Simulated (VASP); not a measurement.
# LiLaScO4: single point with r2SCAN

LiLaScO4:

```xyz
14
Lattice="3.7965 0.0000 0.0000 0.0000 3.7965 0.0000 0.0000 0.0000 12.1621" Properties=species:S:1:pos:R:3 pbc="T T T"
Li    0.0000    0.0000    0.0000
Li    1.8983    1.8983    0.0000
La    0.0000    1.8983    4.6240
La    1.8983    0.0000    7.5381
Sc    0.0000    1.8983    9.6689
Sc    1.8983    0.0000    2.4932
O     0.0000    0.0000    9.2067
O     1.8983    1.8983    9.2067
O     1.8983    1.8983    2.9554
O     0.0000    0.0000    2.9554
O     0.0000    1.8983    7.0783
O     1.8983    0.0000    5.0838
O     0.0000    1.8983   11.4445
O     1.8983    0.0000    0.7176
```

The cell was built by a generator and needn't be a form met in nature.

```json
{
 "Program": "VASP 6.6.1",
 "Task": "single point",
 "Functional": "r2SCAN",
 "Potentials or basis": "VASP PAW PBE potentials, release 64 (Li_sv, La, Sc_sv, O)",
 "Cutoff": "520 eV",
 "k mesh": "9 × 9 × 3",
 "Occupations": "fermi-dirac, width 0.0322 eV",
 "Spin": "no spin polarisation",
 "Dipole correction": "no",
 "Further INCAR settings": "ALGO = Normal; EDIFF = 1e-06; NBANDS = 62"
}
```

```
Largest force          : 4.875 eV/Å
Band gap on the k mesh : none (metal or under the smearing width)
```

Forces on the atoms (eV/Å):
```
Li   0.000  0.000  0.000
Li   0.000  0.000  0.000
La   0.000  0.000 -0.821
La   0.000  0.000  0.821
Sc   0.000  0.000 -1.911
Sc   0.000  0.000  1.911
O    0.000  0.000 -1.589
O    0.000  0.000 -1.589
O    0.000  0.000  1.589
O    0.000  0.000  1.589
O    0.000  0.000 -0.912
O    0.000  0.000  0.912
O    0.000  0.000  4.875
O    0.000  0.000 -4.875
```

Levels at points of the mesh, in eV from the Fermi level:
```tsv
k point	band 47	band 48	band 49	band 50	band 51	band 52
(0.00, 0.00, 0.00)	0.13	0.13	0.21	0.21	3.59	5.17
```

It took 34 min on 1 thread of Intel(R) Xeon(R) Platinum 8488C (Sapphire Rapids), with other jobs on the host, peak memory 0.48 GiB.

Caveat: the PAW data sets were made with another functional, which shifts forces and pressure a little. Spin-orbit coupling is left out, which matters for the levels of La.
